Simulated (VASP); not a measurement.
A convergence study with VASP on MoS2 (2H layered): a few settings are varied, all else stays as given below, so the limit is that of these other settings.

```
MoS2
1.0
    1.58000    -2.73664     0.00000
    1.58000     2.73664     0.00000
    0.00000     0.00000    12.30000
Mo S
2 4
Direct
  0.33333   0.66667   0.25000
  0.66667   0.33333   0.75000
  0.33333   0.66667   0.87900
  0.66667   0.33333   0.37900
  0.66667   0.33333   0.12100
  0.33333   0.66667   0.62100
```

Level of theory: PBEsol GGA, VASP's PBE PAW potentials (set 64) (plane waves; VASP). The last row used: 550 eV cut-off, 15×15×3 Γ-centred mesh, second-order Methfessel-Paxton smearing of 0.40 eV, potentials Mo_sv S.

```tsv
setting	E (eV/atom)	pressure (GPa)	largest force (eV/Å)	irreducible k-points
ISMEAR = -1, SIGMA = 0.01, 4×4×1 mesh	-7.8210	-4.41	0.728	4
ISMEAR = -1, SIGMA = 0.1, 4×4×1 mesh	-7.8209	-4.41	0.728	4
ISMEAR = 0, SIGMA = 0.01, 4×4×1 mesh	-7.8210	-4.41	0.728	4
ISMEAR = 0, SIGMA = 0.2, 4×4×1 mesh	-7.8210	-4.41	0.728	4
ISMEAR = 1, SIGMA = 0.05, 4×4×1 mesh	-7.8210	-4.41	0.728	4
ISMEAR = 1, SIGMA = 0.2, 4×4×1 mesh	-7.8209	-4.41	0.728	4
ISMEAR = 2, SIGMA = 0.05, 4×4×1 mesh	-7.8210	-4.41	0.728	4
ISMEAR = 2, SIGMA = 0.2, 4×4×1 mesh	-7.8209	-4.41	0.728	4
ISMEAR = -1, SIGMA = 0.01, 9×9×2 mesh	-7.8082	-4.19	0.655	24
ISMEAR = -1, SIGMA = 0.2, 9×9×2 mesh	-7.8064	-4.16	0.650	24
ISMEAR = 0, SIGMA = 0.01, 9×9×2 mesh	-7.8082	-4.19	0.655	24
ISMEAR = 0, SIGMA = 0.4, 9×9×2 mesh	-7.8080	-4.19	0.654	24
ISMEAR = 1, SIGMA = 0.05, 9×9×2 mesh	-7.8082	-4.19	0.655	24
ISMEAR = 1, SIGMA = 0.4, 9×9×2 mesh	?	-4.22	?	24
ISMEAR = 2, SIGMA = 0.05, 9×9×2 mesh	-7.8082	-4.19	0.655	24
ISMEAR = 2, SIGMA = 0.4, 9×9×2 mesh	-7.8083	-4.19	0.654	24
ISMEAR = -1, SIGMA = 0.05, 15×15×3 mesh	-7.8083	-4.19	0.655	54
ISMEAR = -1, SIGMA = 0.2, 15×15×3 mesh	?	-4.16	?	54
ISMEAR = 0, SIGMA = 0.1, 15×15×3 mesh	-7.8083	-4.19	0.655	54
ISMEAR = 0, SIGMA = 0.4, 15×15×3 mesh	-7.8080	-4.19	0.654	54
ISMEAR = 1, SIGMA = 0.1, 15×15×3 mesh	-7.8083	-4.19	0.655	54
ISMEAR = 1, SIGMA = 0.4, 15×15×3 mesh	-7.8085	-4.22	0.662	54
ISMEAR = 2, SIGMA = 0.1, 15×15×3 mesh	-7.8083	-4.19	0.655	54
ISMEAR = 2, SIGMA = 0.4, 15×15×3 mesh	-7.8082	-4.18	0.653	54
```

### Question
Fill in the missing entries.

### Answer

- ISMEAR = 1, SIGMA = 0.4, 9×9×2 mesh, E (eV/atom): -7.8084
- ISMEAR = 1, SIGMA = 0.4, 9×9×2 mesh, largest force (eV/Å): 0.663
- ISMEAR = -1, SIGMA = 0.2, 15×15×3 mesh, E (eV/atom): -7.8065
- ISMEAR = -1, SIGMA = 0.2, 15×15×3 mesh, largest force (eV/Å): 0.651

Left out are rungs that failed or repeat a setting and relaxations that didn't move; long series are thinned to 24 rows.

The compound is MoS2 in the 2H layered structure. The cell was not relaxed at this level, forces remain on its atoms.
